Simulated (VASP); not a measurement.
# BaC3 (P6/mmm) in VASP: relaxation of cell and atoms with PBE

Aim: the relaxation of cell and atoms of BaC3 with PBE.

Everything below comes from runs of VASP 6.6.1. Logs are shortened: lines on timing, memory, paths and dates and some standing lists are left out, and cuts for length are marked.

## Step 1: The structure

Symmetry: P6/mmm, No. 191, hexagonal system. The conventional cell has a = 4.254 Å, b = 4.254 Å, c = 4.311 Å, α = 90.00°, β = 90.00°, γ = 120.00°. Around Ba (site symmetry -6m2) lie 3 Ba at 2.46 Å and 12 C at 2.58 Å. Around C (site symmetry m2m) lie 3 C at 1.42 Å.

The cell was built by a generator and needn't be a form met in nature.

## Step 2: Relaxation of cell and atoms, PBE

Contents of INCAR:

```
PREC = Accurate
ENCUT = 600
EDIFF = 1E-6
ISMEAR = 0
SIGMA = 0.1
LREAL = F
LASPH = T
NELM = 100
ALGO = Fast
ISIF = 3
LWAVE = F
LCHARG = F
GGA = PE
IBRION = 2
NSW = 90
EDIFFG = -0.04
```

Contents of KPOINTS:

```
Automatic mesh
0
Gamma
  6 6 4
```

Contents of POSCAR:

```
BaC3
1.0
    4.2539479900      0.0000000000      0.0000000000
   -2.1269739900      3.6840270200      0.0000000000
    0.0000000000      0.0000000000      4.3107888800
Ba C
2 6
Direct
    0.6666666700      0.3333333300      0.5000000000
    0.3333333300      0.6666666700      0.5000000000
    0.3333333300      0.3333333300      0.0000000000
    0.0000000000      0.6666666700      0.0000000000
    0.6666666700      0.0000000000      0.0000000000
    0.0000000000      0.3333333300      0.0000000000
    0.6666666700      0.6666666700      0.0000000000
    0.3333333300      0.0000000000      0.0000000000
```

Potentials or basis: VASP PAW PBE potentials, release 64 (Ba_sv, C).

Command:

```
> cat potpaw_PBE.64/Ba_sv/POTCAR potpaw_PBE.64/C/POTCAR > POTCAR
> mpirun -np 1 vasp_std > vasp.out
```

OUTCAR:

```text
PREC = Accurate
   ENCUT = 600
   EDIFF = 1E-6
   ISMEAR = 0
   LREAL = F
   LASPH = T
   NELM = 100
   ISIF = 3
   GGA = PE
   IBRION = 2
   NSW = 90
   EDIFFG = -0.04

 ion  position               nearest neighbor table
   1  0.667  0.333  0.500-   2 2.46   2 2.46   2 2.46   5 2.58   5 2.58   6 2.58   6 2.58   4 2.58
                             8 2.58   8 2.58   4 2.58   7 2.58   7 2.58   3 2.58   3 2.58
   2  0.333  0.667  0.500-   1 2.46   1 2.46   1 2.46   8 2.58   8 2.58   4 2.58   4 2.58   5 2.58
                             6 2.58   5 2.58   6 2.58   3 2.58   3 2.58   7 2.58   7 2.58
   3  0.333  0.333  0.000-   8 1.42   6 1.42   7 1.42   2 2.58   2 2.58   1 2.58   1 2.58
   4  0.000  0.667  0.000-   8 1.42   7 1.42   6 1.42   2 2.58   2 2.58   1 2.58   1 2.58
   5  0.667  0.000  0.000-   7 1.42   6 1.42   8 1.42   1 2.58   1 2.58   2 2.58   2 2.58
   6  0.000  0.333  0.000-   5 1.42   3 1.42   4 1.42   1 2.58   1 2.58   2 2.58   2 2.58
   7  0.667  0.667  0.000-   5 1.42   4 1.42   3 1.42   1 2.58   1 2.58   2 2.58   2 2.58
   8  0.333  0.000  0.000-   3 1.42   4 1.42   5 1.42   2 2.58   2 2.58   1 2.58   1 2.58

  LATTYP: Found a hexagonal cell.
 ALAT       =     4.2539479900
 C/A-ratio  =     1.0133619147

  Lattice vectors:

 A1 = (   4.2539479900,   0.0000000000,   0.0000000000)
 A2 = (  -2.1269739900,   3.6840270200,   0.0000000000)
 A3 = (   0.0000000000,   0.0000000000,   4.3107888800)

Analysis of symmetry for initial positions (statically):
=====================================================================
 Subroutine PRICEL returns:
 Original cell was already a primitive cell.

 Routine SETGRP: Setting up the symmetry group for a
 hexagonal supercell.

 Subroutine GETGRP returns: Found 24 space group operations
 (whereof 24 operations were pure point group operations)
 out of a pool of 24 trial point group operations.

The static configuration has the point symmetry D_6h.

Analysis of symmetry for dynamics (positions and initial velocities):
=====================================================================
 Subroutine PRICEL returns:
 Original cell was already a primitive cell.

 Routine SETGRP: Setting up the symmetry group for a
 hexagonal supercell.

 Subroutine GETGRP returns: Found 24 space group operations
 (whereof 24 operations were pure point group operations)
 out of a pool of 24 trial point group operations.

The dynamic configuration has the point symmetry D_6h.

 Subroutine INISYM returns: Found 24 space group operations
 (whereof 24 operations are pure point group operations),
 and found     1 'primitive' translations

----------------------------------------------------------------------------------------

                                     Primitive cell

  volume of cell :      67.5572

  direct lattice vectors                    reciprocal lattice vectors
     4.253947990  0.000000000  0.000000000     0.235075747  0.135721046  0.000000000
    -2.126973990  3.684027020  0.000000000     0.000000000  0.271442092  0.000000000
     0.000000000  0.000000000  4.310788880     0.000000000  0.000000000  0.231976102

  length of vectors
     4.253947990  4.253947983  4.310788880     0.271442091  0.271442092  0.231976102

  position of ions in fractional coordinates (direct lattice)
     0.666666670  0.333333330  0.500000000
     0.333333330  0.666666670  0.500000000
     0.333333330  0.333333330  0.000000000
     0.000000000  0.666666670  0.000000000
     0.666666670  0.000000000  0.000000000
     0.000000000  0.333333330  0.000000000
     0.666666670  0.666666670  0.000000000
     0.333333330  0.000000000  0.000000000

  ion indices of the primitive-cell ions
   primitive index   ion index
                 1           1
                 2           2
                 3           3
                 4           4
                 5           5
                 6           6
                 7           7
                 8           8

----------------------------------------------------------------------------------------

 KPOINTS: Automatic mesh

Automatic generation of k-mesh.
 Grid dimensions read from file:
 generate k-points for:    6    6    4

 Generating k-lattice:

  Cartesian coordinates                     Fractional coordinates (reciprocal lattice)
     0.039179291  0.022620174  0.000000000     0.166666667  0.000000000  0.000000000
     0.000000000  0.045240349  0.000000000     0.000000000  0.166666667  0.000000000
     0.000000000  0.000000000  0.057994025     0.000000000  0.000000000  0.250000000

  Length of vectors
     0.045240349  0.045240349  0.057994025

  Shift w.r.t. Gamma in fractional coordinates (k-lattice)
     0.000000000  0.000000000  0.000000000

 Subroutine IBZKPT returns following result:
 ===========================================

 Found     21 irreducible k-points:

 Following reciprocal coordinates:
            Coordinates               Weight
  0.000000  0.000000  0.000000      1.000000
  0.166667  0.000000  0.000000      6.000000
  0.333333  0.000000  0.000000      6.000000
  0.500000  0.000000  0.000000      3.000000
  0.166667  0.166667  0.000000      6.000000
  0.333333  0.166667  0.000000     12.000000
[... 13 lines left out ...]
  0.333333  0.166667  0.500000     12.000000
  0.333333  0.333333  0.500000      2.000000
   k-points           NKPTS =     21   k-points in BZ     NKDIM =     21   number of bands    NBANDS=     27
   number of dos      NEDOS =    301   number of ions     NIONS =      8
   total plane-waves  NPLWV =  46656
   dimension x,y,z NGX =    36 NGY =   36 NGZ =   36
   dimension x,y,z NGXF=    72 NGYF=   72 NGZF=   72
   ions per type =               2   6
   NGX,Y,Z   is equivalent  to a cutoff of  14.07, 14.07, 13.88 a.u.
   NGXF,Y,Z  is equivalent  to a cutoff of  28.14, 28.14, 27.77 a.u.
 SYSTEM =  unknown system
   PREC   = accura    normal or accurate (medium, high low for compatibility)
   ISTART =      0    job   : 0-new  1-cont  2-samecut
   ICHARG =      2    charge: 1-file 2-atom 10-const
   ISPIN  =      1    spin polarized calculation?
   LNONCOLLINEAR =      F non collinear calculations
   LSORBIT =      F    spin-orbit coupling
   LASPH  =      T    aspherical Exc in radial PAW
   ENCUT  =  600.0 eV  44.10 Ry    6.64 a.u.   8.50  8.50  8.61*2*pi/ulx,y,z
   NELM   =    100;   NELMIN=  2; NELMDL= -5     # of ELM steps
   EDIFF  = 0.1E-05   stopping-criterion for ELM
   LREAL  =      F    real-space projection
   EDIFFG = -.4E-01   stopping-criterion for IOM
   NSW    =     90    number of steps for IOM
   IBRION =      2    ionic relax: 0-MD 1-quasi-New 2-CG
   NFREE  =      1    steps in history (QN), initial steepest desc. (CG)
   ISIF   =      3    stress and relaxation
   ISYM   =      2    0-nonsym 1-usesym 2-fastsym
   POTIM  = 0.5000    time-step for ionic-motion
   TEBEG  =    0.0;   TEEND  =   0.0 temperature during run
   PSTRESS=    0.0 pullay stress
   NELECT =      44.0000    total number of electrons
   NUPDOWN=      -1.0000    fix difference up-down
   EMIN   =  10.00;   EMAX   =-10.00  energy-range for DOS
   EFERMI =   0.00;   METHOD = LEGACY
   ISMEAR =     0;   SIGMA  =   0.10  broadening in eV -4-tet -1-fermi 0-gaus
   EFERMI_NEDOS =   21; number of points for ismear=-14 and -15
   IALGO  =     68    algorithm
   IMIX   =      4    mixing-type and parameters
     AMIX     =   0.40;   BMIX     =  1.00
     AMIX_MAG =   1.60;   BMIX_MAG =  1.00
  volume/ion in A,a.u.               =       8.44        56.99
  Fermi-wavevector in a.u.,A,eV,Ry     =   1.419063  2.681641 27.398610  2.013741
  Thomas-Fermi vector in A             =   2.540123
   LORBIT       =      0    0 simple, 1 ext, 2 COOP (PROOUT), +10 PAW based schemes
   GGA     = PE    functional components
   LHFCALC =     F    Hartree Fock is set to
   AEXX    =    0.0000 exact exchange contribution
   IVDW    =     0    specifies the selected vdW correction
   LEPSILON=     F    determine dielectric tensor
   LRPA    =     F    only Hartree local field effects (RPA)
 conjugate gradient relaxation of ions
 non-spin polarized calculation
 RMM-DIIS sequential band-by-band and
 Gauss-broadening in eV      SIGMA  =   0.10
  energy-cutoff  :      600.00
  volume of cell :       67.56
 maximum number of plane-waves:      2334
 NGX is ok and might be reduce to    36
   NGX = 17   NGY = 17   NGZ = 17

--------------------------------------- Ionic step        1  -------------------------------------------

 number of electron      43.9999995 magnetization

 Free energy of the ion-electron system (eV)
  ---------------------------------------------------
  ext. energy  EPLUGINS =         0.00000000
  ---------------------------------------------------
  free energy    TOTEN  =       -41.87234017 eV

  energy without entropy =      -41.86492328  energy(sigma->0) =      -41.86863172

 E-fermi :  10.7639     XC(G=0): -12.9760

 val. band max:       10.6989283048   @ k =   0.3333   0.1667   0.2500
 cond. band min:      10.7824470157   @ k =   0.0000   0.0000   0.0000
 fundamental gap:      0.0835187108
 Fermi energy:        10.7639076452
[... 1307 lines left out ...]
     26       2.9107      0.00000
     27       4.4589      0.00000

------------------------ aborting loop EDIFF was not reached (unconverged)  ----------------------------

  FORCE on cell =-STRESS in cart. coord.  units (eV):
  Direction    XX          YY          ZZ          XY          YZ          ZX
  --------------------------------------------------------------------------------------
  -------------------------------------------------------------------------------------
  Total      -33.5588545    -33.5588543    -21.3687895     -0.0000001     -0.0000000     -0.0000000
  in kB     -306.2219176   -306.2219161   -194.9885299     -0.0000007     -0.0000000     -0.0000000
  external PRESSURE =    -269.1441212 kB  Pullay stress =       0.0000000 kB
[... 65 lines left out ...]
  FREE ENERGIE OF THE ION-ELECTRON SYSTEM (eV)
  ---------------------------------------------------
  free  energy   TOTEN  =       -51.5804718170 eV

  energy  without entropy=      -51.5746162974  energy(sigma->0) =      -51.57754406

[... ionic steps 4 to 7 ...]

--------------------------------------- Ionic step        8  -------------------------------------------

 number of electron      43.9999995 magnetization

------------------------ aborting loop because EDIFF is reached ----------------------------------------
[... 79 lines left out ...]
--------------------------------------- Ionic step       10  -------------------------------------------

 number of electron      43.9999996 magnetization

 Free energy of the ion-electron system (eV)
  ---------------------------------------------------
  ext. energy  EPLUGINS =         0.00000000
  ---------------------------------------------------
  free energy    TOTEN  =       -52.31534521 eV

  energy without entropy =      -52.29380827  energy(sigma->0) =      -52.30457674

 E-fermi :   6.8518     XC(G=0): -11.0245

 val. band max:        6.8200955506   @ k =   0.3333   0.1667   0.2500
 cond. band min:       6.8769832889   @ k =   0.1667   0.0000   0.5000
 fundamental gap:      0.0568877383
 Fermi energy:         6.8517763807
[... 663 lines left out ...]
  FREE ENERGIE OF THE ION-ELECTRON SYSTEM (eV)
  ---------------------------------------------------
  free  energy   TOTEN  =       -52.3153452144 eV

  energy  without entropy=      -52.2938082749  energy(sigma->0) =      -52.30457674

 reached required accuracy - stopping structural energy minimisation
```

It took 9.2 min on 1 thread of AMD EPYC 7R13 (Zen 3), shared host; peak memory 0.2 GiB.

What came out:

```yaml
Free_energy: -52.3153 eV
Relaxed_volume: 12.53 Å³/atom
Relaxed_cell: a = 4.723 Å, b = 4.723 Å, c = 5.189 Å, α = 90.00°, β = 90.00°, γ = 120.00°
Space_group_after_relaxing_to_0.05_Å: P6/mmm (No. 191)
Energy_gained_by_relaxing: 1305.4 meV/atom
Ionic_steps: 10
Pressure_after_relaxing: -0.2 GPa
Largest_force_after_relaxing: 0.011 eV/Å
Band_gap_on_the_k_mesh: none (metal or under the smearing width)
```

Forces in eV/Å, atoms in the order of the input:
```
Ba   0.000  0.000  0.000
Ba   0.000  0.000  0.000
C   -0.006 -0.010  0.000
C   -0.006  0.010  0.000
C    0.011  0.000  0.000
C    0.006 -0.010  0.000
C    0.006  0.010  0.000
C   -0.011  0.000  0.000
```

Stress tensor (GPa, compression positive):
```
-0.49  0.00  0.00
 0.00 -0.49  0.00
 0.00  0.00  0.48
```

The path:
```csv
step,energy change (eV),largest force (eV/Å),pressure (GPa),volume (Å³)
1,0.0000,0.9493,147.59,67.56
2,2.8949,1.0772,-26.91,175.58
3,-9.7081,0.5257,-7.59,101.27
4,-9.8304,0.5617,-2.23,98.14
5,-9.8500,0.5799,1.44,96.26
6,-10.4177,0.0226,1.10,98.81
7,-10.4362,0.2013,1.58,99.37
8,-10.4363,0.1769,1.52,99.32
9,-10.4398,0.0975,-1.30,100.94
10,-10.4430,0.0110,-0.16,100.26
```

Final structure:
```xyz
8
Lattice="4.7234 0.0000 0.0000 -2.3617 4.0906 0.0000 0.0000 0.0000 5.1892" Properties=species:S:1:pos:R:3 pbc="T T T"
Ba    2.3617    1.3635    2.5946
Ba    0.0000    2.7271    2.5946
C     0.7862    1.3618    0.0000
C     3.1479    2.7288    0.0000
C     3.1509    0.0000    0.0000
C    -0.7862    1.3618    0.0000
C     1.5755    2.7288    0.0000
C    -0.7892    4.0906    0.0000
```

Caveat: the k mesh is coarse (spacing up to 0.36 Å⁻¹), so the values aren't converged; the volume moved by over 15 % at a fixed basis, so the end points are rough. The run has no spin-orbit coupling, so splittings on Ba are missing.
